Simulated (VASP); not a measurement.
Method: revPBE GGA, VASP's PBE PAW potentials (set 64) (plane waves; VASP 6.6.1).

VASP ran on this input.

**KPOINTS**
```
K-points
0
G
  9 9 9
0 0 0
```

### INCAR
```
SYSTEM=MgS
PREC=Accurate; ENCUT=520; LREAL=.FALSE.
LASPH=.TRUE.
EDIFF=1E-7; NELM=100; ALGO=Normal
ISMEAR=0; SIGMA=0.05
GGA=RE
ISIF=2
LWAVE=.FALSE.; LCHARG=.FALSE.
```

POSCAR:
```
MgS
1
    0.0000000000     2.6820070446     2.6820070446
    2.6820070446     0.0000000000     2.6820070446
    2.6820070446     2.6820070446     0.0000000000
Mg S
1 1
Direct
  0.0000000000   0.0000000000   0.0000000000
  0.5000000000   0.5000000000   0.5000000000
```

POTCAR, in this order: Mg S (PBE.64 set). Program: vasp_std.

Q: Estimate the energy per atom (σ→0), pressure.

A: 
| Item | Result |
|---|---|
| energy per atom (σ→0) | -4004 meV/atom |
| pressure | -3.66 GPa |

File OSZICAR:
```
...
DAV:   7    -0.800730251074E+01    0.39745E-01   -0.25417E-01   728   0.268E+00    0.240E+00
DAV:   8    -0.800887807545E+01   -0.15756E-02   -0.19671E-02   616   0.121E+00    0.972E-01
DAV:   9    -0.800865300132E+01    0.22507E-03   -0.68367E-04   672   0.208E-01    0.352E-01
DAV:  10    -0.800874043826E+01   -0.87437E-04   -0.34115E-04   808   0.122E-01    0.717E-02
DAV:  11    -0.800872966406E+01    0.10774E-04   -0.53762E-05   664   0.363E-02    0.164E-02
DAV:  12    -0.800872993392E+01   -0.26986E-06   -0.22061E-06   680   0.118E-02    0.785E-04
DAV:  13    -0.800873003251E+01   -0.98587E-07   -0.80285E-08   664   0.247E-03
   1 F= -.80087300E+01 E0= -.80087300E+01  d E =-.289431E-14
```

The compound is MgS in the rock salt structure. This cell is one point of a volume scan, at 1.06 of the reference volume.
